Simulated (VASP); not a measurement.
# InGaO (P-6m2) in VASP: further runs, part 2 of 2

VASP 6.6.1. The steps go on from the part before.

### Step 3. Relaxation of cell and atoms, PBE

This run uses another cell than the first one, of 21.69 Å³/atom, 1.202 times its volume.

File INCAR:

```
SYSTEM = InGaO
PREC     = Normal         ! precision mode
ENCUT    = 520            ! plane-wave cutoff, eV
EDIFF    = 1E-4           ! SCF threshold, eV
ISMEAR   = 0              ! smearing method
SIGMA    = 0.15           ! smearing width, eV
LREAL    = .False.        ! projectors in reciprocal space
LASPH    = .True.         ! aspherical terms in the spheres
NELM     = 60             ! most SCF steps
ALGO     = Fast           ! electronic algorithm
ISIF     = 3              ! what is computed and relaxed
LWAVE    = .False.        ! write WAVECAR
LCHARG   = .False.        ! write CHGCAR
GGA      = PE             ! functional
IBRION   = 2              ! ionic algorithm
NSW      = 24             ! ionic steps
EDIFFG   = -0.08          ! ionic threshold
KPAR     = 2
```

File KPOINTS:

```
regular mesh
0
Gamma
  4 4 4
  0 0 0
```

File POSCAR:

```
InGaO
1.0
    4.0849229300      0.0000000000      0.0000000000
   -2.0424614600      3.5376470300      0.0000000000
    0.0000000000      0.0000000000      4.5032346100
In Ga O
1 1 1
Direct
    0.0000000000      0.0000000000      0.5000000000
    0.6666666700      0.3333333300      0.5000000000
    0.3333333300      0.6666666700      0.0000000000
```

Potentials or basis: VASP PAW PBE potentials, release 64 (In_d, Ga_d, O).

Started as:

```console
> cat potpaw_PBE.64/In_d/POTCAR potpaw_PBE.64/Ga_d/POTCAR potpaw_PBE.64/O/POTCAR > POTCAR
> mpirun -np 2 vasp_std > vasp.out
```

OUTCAR:

```text
SYSTEM = InGaO
   PREC = Normal
   ENCUT = 520
   EDIFF = 1E-4
   ISMEAR = 0
   LREAL = .False.
   LASPH = .True.
   NELM = 60
   ISIF = 3
   GGA = PE
   IBRION = 2
   NSW = 24
   EDIFFG = -0.08

 ion  position               nearest neighbor table
   1  0.000  0.000  0.500-   2 2.36   2 2.36   2 2.36
   2  0.667  0.333  0.500-   1 2.36   1 2.36   1 2.36
   3  0.333  0.667  0.000-

  LATTYP: Found a hexagonal cell.
 ALAT       =     4.0849229300
 C/A-ratio  =     1.1024038121

  Lattice vectors:

 A1 = (   4.0849229300,   0.0000000000,   0.0000000000)
 A2 = (  -2.0424614600,   3.5376470300,   0.0000000000)
 A3 = (   0.0000000000,   0.0000000000,   4.5032346100)

Analysis of symmetry for initial positions (statically):
=====================================================================
 Subroutine PRICEL returns:
[... 316 lines left out ...]
 cond. band min:       3.6874246748   @ k =   0.5000   0.0000   0.5000
 fundamental gap:      0.5350536019
 Fermi energy:         3.6345801536

 k-point     1 :       0.0000    0.0000    0.0000
  band No.  band energies     occupation
      1     -12.2079      2.00000
      2     -11.8054      2.00000
      3     -11.7246      2.00000
      4     -11.7246      2.00000
      5     -11.6947      2.00000
      6     -11.6947      2.00000
[... 375 lines left out ...]
--------------------------------------- Ionic step        8  -------------------------------------------

 number of electron      31.9999963 magnetization

 Free energy of the ion-electron system (eV)
  ---------------------------------------------------
  ext. energy  EPLUGINS =         0.00000000
  ---------------------------------------------------
  free energy    TOTEN  =        -9.67385848 eV

  energy without entropy =       -9.66372762  energy(sigma->0) =       -9.66879305

 E-fermi :   4.8701     XC(G=0): -10.3537

 val. band max:        4.8547973044   @ k =   0.2500   0.0000   0.5000
 cond. band min:       5.2176188383   @ k =   0.0000   0.0000   0.0000
 fundamental gap:      0.3628215338
 Fermi energy:         4.8701405782

 k-point     1 :       0.0000    0.0000    0.0000
  band No.  band energies     occupation
      1     -11.1241      2.00000
      2     -10.3653      2.00000
      3     -10.2479      2.00000
      4     -10.2479      2.00000
      5     -10.1812      2.00000
      6     -10.1812      2.00000
[... 295 lines left out ...]
  FREE ENERGIE OF THE ION-ELECTRON SYSTEM (eV)
  ---------------------------------------------------
  free  energy   TOTEN  =        -9.6738584829 eV

  energy  without entropy=       -9.6637276159  energy(sigma->0) =       -9.66879305

 reached required accuracy - stopping structural energy minimisation
```

OSZICAR:

```text
N       E                     dE             d eps       ncg     rms          rms(c)
DAV:   1     0.265694241889E+03    0.26569E+03   -0.16506E+04   480   0.239E+03
DAV:   2     0.273766292455E+02   -0.23832E+03   -0.22675E+03   504   0.458E+02
DAV:   3    -0.842967712396E+01   -0.35806E+02   -0.32989E+02   592   0.165E+02
[... 82 lines left out ...]
RMM:   2    -0.969871417588E+01    0.63552E-01   -0.21716E-01   537   0.594E+00    0.895E-01
RMM:   3    -0.968257168790E+01    0.16142E-01   -0.32617E-02   561   0.219E+00    0.566E-01
RMM:   4    -0.967433376146E+01    0.82379E-02   -0.10910E-02   576   0.125E+00    0.140E-01
RMM:   5    -0.967385187824E+01    0.48188E-03   -0.35829E-03   577   0.612E-01    0.660E-02
RMM:   6    -0.967385848287E+01   -0.66046E-05   -0.70338E-04   476   0.289E-01
   8 F= -.96738585E+01 E0= -.96687930E+01  d E =-.613015E+00
```

Wall time 41 s (2 MPI ranks of Intel Xeon Platinum 8488C (Sapphire Rapids), shared host); peak memory 0.14 GiB.

Results:

```
Free energy                            : -9.6739 eV
Relaxed volume                         : 18.65 Å³/atom
Relaxed cell                           : a = 4.470 Å, b = 4.470 Å, c = 3.232 Å, α = 90.00°, β = 90.00°, γ = 120.00°
Space group after relaxing (to 0.05 Å) : P-6m2 (No. 187)
Energy gained by relaxing              : 593.5 meV/atom
Ionic steps                            : 8
Pressure after relaxing                : 0.2 GPa
Band gap on the k mesh                 : none (metal or under the smearing width)
```

The path:
| step | energy change (eV) | largest force (eV/Å) | pressure (GPa) | volume (Å³) |
| --- | --- | --- | --- | --- |
| 1 | 0.0000 | 0.0000 | 7.74 | 65.08 |
| 2 | -1.1730 | 0.0000 | -7.91 | 74.15 |
| 3 | -1.1627 | 0.0000 | -5.35 | 73.28 |
| 4 | -1.1673 | 0.0000 | -5.81 | 73.52 |
| 5 | -1.5284 | 0.0000 | -4.30 | 65.91 |
| 6 | -1.7601 | 0.0000 | -1.14 | 58.34 |
| 7 | -1.7790 | 0.0000 | 0.82 | 55.17 |
| 8 | -1.7804 | 0.0000 | 0.19 | 55.94 |

Final structure:
```cif
data_structure
_symmetry_space_group_name_H-M 'P 1'
_symmetry_Int_Tables_number 1
_cell_length_a 4.4704
_cell_length_b 4.4704
_cell_length_c 3.2325
_cell_angle_alpha 90.000
_cell_angle_beta 90.000
_cell_angle_gamma 120.000
_cell_volume 55.94
loop_
_atom_site_label
_atom_site_type_symbol
_atom_site_fract_x
_atom_site_fract_y
_atom_site_fract_z
_atom_site_occupancy
In1 In 0.00000 0.00000 0.50000 1
Ga1 Ga 0.66667 0.33333 0.50000 1
O1 O 0.33333 0.66667 0.00000 1
```

Caveat: the k mesh is coarse (spacing up to 0.44 Å⁻¹), so the values aren't converged; the relaxation stopped at a loose force limit of 0.08 eV/Å, so its end isn't a converged minimum.

### Step 4. Relaxation of cell and atoms, PBE

This run uses another cell than the first one, of 18.87 Å³/atom, 1.046 times its volume.

INCAR is that of step 3.

File KPOINTS:

```
regular mesh
0
Gamma
  4 4 5
  0 0 0
```

File POSCAR:

```
InGaO
1.0
    4.1648822000      0.0000000000      0.0000000000
    0.0000000000      4.1648822000      0.0000000000
    0.0000000000      0.0000000000      3.2635060600
In Ga O
1 1 1
Direct
    0.5000000000      0.5000000000      0.5000000000
    0.0000000000      0.0000000000      0.0000000000
    0.5000000000      0.5000000000      0.0000000000
```

Started as:

```console
> cat potpaw_PBE.64/In_d/POTCAR potpaw_PBE.64/Ga_d/POTCAR potpaw_PBE.64/O/POTCAR > POTCAR
> mpirun -np 2 vasp_std > vasp.out
```

It took 76 s on 2 MPI ranks of Intel Xeon Platinum 8488C (Sapphire Rapids), shared host; peak memory 0.14 GiB.

It converged, with:

```
Free energy                            : -11.3465 eV
Relaxed volume                         : 18.48 Å³/atom
Relaxed cell                           : a = 3.536 Å, b = 3.536 Å, c = 4.432 Å, α = 90.00°, β = 90.00°, γ = 90.00°
Space group after relaxing (to 0.05 Å) : P4/mmm (No. 123)
Energy gained by relaxing              : 1715.9 meV/atom
Ionic steps                            : 14
Pressure after relaxing                : -0.1 GPa
Band gap on the k mesh                 : none (metal or under the smearing width)
```

Stress tensor (GPa, compression positive):
```
-0.28  0.00  0.00
 0.00 -0.28  0.00
 0.00  0.00  0.33
```

The path:
| step | energy change (eV) | largest force (eV/Å) | pressure (GPa) | volume (Å³) |
| --- | --- | --- | --- | --- |
| 1 | 0.0000 | 0.0000 | 48.63 | 56.61 |
| 2 | -0.1467 | 0.0000 | -20.91 | 106.21 |
| 3 | -4.7308 | 0.0000 | -6.25 | 78.24 |
| 4 | -4.8306 | 0.0000 | -4.76 | 76.15 |
| 5 | -4.8644 | 0.0000 | -1.67 | 73.53 |
| 6 | -4.8669 | 0.0000 | -2.24 | 74.07 |
| 7 | -4.8657 | 0.0000 | -2.69 | 74.42 |
| 8 | -4.9376 | 0.0000 | -2.20 | 71.22 |
| 9 | -5.0780 | 0.0000 | -0.34 | 61.95 |
| 10 | -4.8484 | 0.0000 | 15.25 | 45.08 |
| 11 | -5.1006 | 0.0000 | 0.48 | 58.60 |
| 12 | -5.0939 | 0.0000 | 4.98 | 52.58 |
| 13 | -5.1048 | 0.0000 | 2.53 | 56.09 |
| 14 | -5.1478 | 0.0000 | -0.07 | 55.43 |

Final structure:
```cif
data_structure
_symmetry_space_group_name_H-M 'P 1'
_symmetry_Int_Tables_number 1
_cell_length_a 3.5363
_cell_length_b 3.5363
_cell_length_c 4.4322
_cell_angle_alpha 90.000
_cell_angle_beta 90.000
_cell_angle_gamma 90.000
_cell_volume 55.43
loop_
_atom_site_label
_atom_site_type_symbol
_atom_site_fract_x
_atom_site_fract_y
_atom_site_fract_z
_atom_site_occupancy
In1 In 0.50000 0.50000 0.50000 1
Ga1 Ga 0.00000 0.00000 0.00000 1
O1 O 0.50000 0.50000 0.00000 1
```

Levels at points of the mesh, in eV from the Fermi level:
```tsv
k point	band 12	band 13	band 14	band 15	band 16	band 17	band 18	band 19	band 20
(0.00, 0.00, 0.00)	-6.69	-5.29	-3.50	-3.50	-1.39	2.26	5.25	5.25	6.48
(0.50, 0.00, 0.00)	-7.21	-4.75	-3.45	-2.95	-0.81	2.39	2.44	3.73	5.56
(0.50, 0.50, 0.00)	-5.21	-5.21	-4.52	-3.54	-0.69	1.13	1.13	3.78	7.41
```

Caveat: the k mesh is coarse (spacing up to 0.39 Å⁻¹), so the values aren't converged; the relaxation stopped at a loose force limit of 0.08 eV/Å, so its end isn't a converged minimum.

### Step 5. Summary

```tsv
k mesh	gap on the mesh (eV)	pressure (GPa)	relaxed volume (Å³/atom)
5 × 5 × 4	none	0.4	18.15
4 × 4 × 4	none	0.2	18.65
4 × 4 × 5	none	-0.1	18.48
```

Alike in all rows: task relaxation of cell and atoms; level PBE; potentials or basis VASP PAW PBE potentials, release 64 (In_d, Ga_d, O); no spin polarisation; cell relaxed; cutoff (eV) 520; smearing gaussian 0.15 eV; the mesh is coarse, so values aren't converged.

Caveats: all runs use coarse meshes; the relaxation stopped at a loose force limit of 0.08 eV/Å, so its end isn't a converged minimum.

Total energies depend on the potentials used, so only differences within one code and one set of settings carry meaning.
